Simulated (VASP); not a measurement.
Data:

```yaml
crystal:
  lattice:
    - [11.56593, 0.00000, 0.00000]
    - [0.00000, 11.56593, 0.00000]
    - [0.00000, 0.00000, 9.97062]
  atoms:
    - { symbol: Sn, position: [0.00000, 0.16667, 0.11639] }
    - { symbol: Sn, position: [0.16667, 0.00000, 0.38361] }
    - { symbol: Sn, position: [0.00000, 0.16667, 0.61639] }
    - { symbol: Sn, position: [0.16667, 0.00000, 0.88361] }
    - { symbol: Sn, position: [0.00000, 0.50000, 0.11639] }
    - { symbol: Sn, position: [0.16667, 0.33333, 0.38361] }
    - { symbol: Sn, position: [0.00000, 0.50000, 0.61639] }
    - { symbol: Sn, position: [0.16667, 0.33333, 0.88361] }
    - { symbol: Sn, position: [0.00000, 0.83333, 0.11639] }
    - { symbol: Sn, position: [0.16667, 0.66667, 0.38361] }
    - { symbol: Sn, position: [0.00000, 0.83333, 0.61639] }
    - { symbol: Sn, position: [0.16667, 0.66667, 0.88361] }
    - { symbol: Sn, position: [0.33333, 0.16667, 0.11639] }
    - { symbol: Sn, position: [0.50000, 0.00000, 0.38361] }
    - { symbol: Sn, position: [0.33333, 0.16667, 0.61639] }
    - { symbol: Sn, position: [0.50000, 0.00000, 0.88361] }
    - { symbol: Sn, position: [0.33333, 0.50000, 0.11639] }
    - { symbol: Sn, position: [0.50000, 0.33333, 0.38361] }
    - { symbol: Sn, position: [0.33333, 0.50000, 0.61639] }
    - { symbol: Sn, position: [0.50000, 0.33333, 0.88361] }
    - { symbol: Sn, position: [0.33333, 0.83333, 0.11639] }
    - { symbol: Sn, position: [0.50000, 0.66667, 0.38361] }
    - { symbol: Sn, position: [0.33333, 0.83333, 0.61639] }
    - { symbol: Sn, position: [0.50000, 0.66667, 0.88361] }
    - { symbol: Sn, position: [0.66667, 0.16667, 0.11639] }
    - { symbol: Sn, position: [0.83333, 0.00000, 0.38361] }
    - { symbol: Sn, position: [0.66667, 0.16667, 0.61639] }
    - { symbol: Sn, position: [0.83333, 0.00000, 0.88361] }
    - { symbol: Sn, position: [0.66667, 0.50000, 0.11639] }
    - { symbol: Sn, position: [0.83333, 0.33333, 0.38361] }
    - { symbol: Sn, position: [0.66667, 0.50000, 0.61639] }
    - { symbol: Sn, position: [0.83333, 0.33333, 0.88361] }
    - { symbol: Sn, position: [0.66667, 0.83333, 0.11639] }
    - { symbol: Sn, position: [0.83333, 0.66667, 0.38361] }
    - { symbol: Sn, position: [0.66667, 0.83333, 0.61639] }
    - { symbol: Sn, position: [0.83333, 0.66667, 0.88361] }
    - { symbol: O, position: [0.16667, 0.16667, 0.00000] }
    - { symbol: O, position: [0.00000, 0.00000, 0.00000] }
    - { symbol: O, position: [0.16667, 0.16667, 0.50000] }
    - { symbol: O, position: [0.00000, 0.00000, 0.50000] }
    - { symbol: O, position: [0.16667, 0.50000, 0.00000] }
    - { symbol: O, position: [0.00000, 0.33333, 0.00000] }
    - { symbol: O, position: [0.16667, 0.50000, 0.50000] }
    - { symbol: O, position: [0.00000, 0.33333, 0.50000] }
    - { symbol: O, position: [0.16667, 0.83333, 0.00000] }
    - { symbol: O, position: [0.00000, 0.66667, 0.00000] }
    - { symbol: O, position: [0.16667, 0.83333, 0.50000] }
    - { symbol: O, position: [0.00000, 0.66667, 0.50000] }
    - { symbol: O, position: [0.50000, 0.16667, 0.00000] }
    - { symbol: O, position: [0.33333, 0.00000, 0.00000] }
    - { symbol: O, position: [0.50000, 0.16667, 0.50000] }
    - { symbol: O, position: [0.33333, 0.00000, 0.50000] }
    - { symbol: O, position: [0.50000, 0.50000, 0.00000] }
    - { symbol: O, position: [0.33333, 0.33333, 0.00000] }
    - { symbol: O, position: [0.50000, 0.50000, 0.50000] }
    - { symbol: O, position: [0.33333, 0.33333, 0.50000] }
    - { symbol: O, position: [0.50000, 0.83333, 0.00000] }
    - { symbol: O, position: [0.33333, 0.66667, 0.00000] }
    - { symbol: O, position: [0.50000, 0.83333, 0.50000] }
    - { symbol: O, position: [0.33333, 0.66667, 0.50000] }
    - { symbol: O, position: [0.83333, 0.16667, 0.00000] }
    - { symbol: O, position: [0.66667, 0.00000, 0.00000] }
    - { symbol: O, position: [0.83333, 0.16667, 0.50000] }
    - { symbol: O, position: [0.66667, 0.00000, 0.50000] }
    - { symbol: O, position: [0.83333, 0.50000, 0.00000] }
    - { symbol: O, position: [0.66667, 0.33333, 0.00000] }
    - { symbol: O, position: [0.83333, 0.50000, 0.50000] }
    - { symbol: O, position: [0.66667, 0.33333, 0.50000] }
    - { symbol: O, position: [0.83333, 0.83333, 0.00000] }
    - { symbol: O, position: [0.66667, 0.66667, 0.00000] }
    - { symbol: O, position: [0.83333, 0.83333, 0.50000] }
    - { symbol: O, position: [0.66667, 0.66667, 0.50000] }
```

All values below come from PBE GGA, VASP's PBE PAW potentials (set 64) (plane waves; VASP 6.6.1). Settings: PREC = Normal, LREAL = Auto, 400 eV cut-off, 1×1×1 Γ-centred mesh, Gaussian smearing of 0.050 eV, potentials Sn O.

At this cut-off the stress carries a Pulay error, which pulls relaxed volumes low. The supercell is sampled at Γ alone, which is coarse: total energies, pressure and levels can be off, energies of defects by several tenths of an eV.

Question: Estimate the energy per atom (σ→0), pressure.

Answer: 
The energy per atom (σ→0) is -551.9 kJ/mol of atoms and the pressure comes out as -2.54 GPa.

Total energies compare only between runs with the same potentials, cut-off and functional.

The cell is a supercell, built from a database entry that may be metastable or hypothetical.
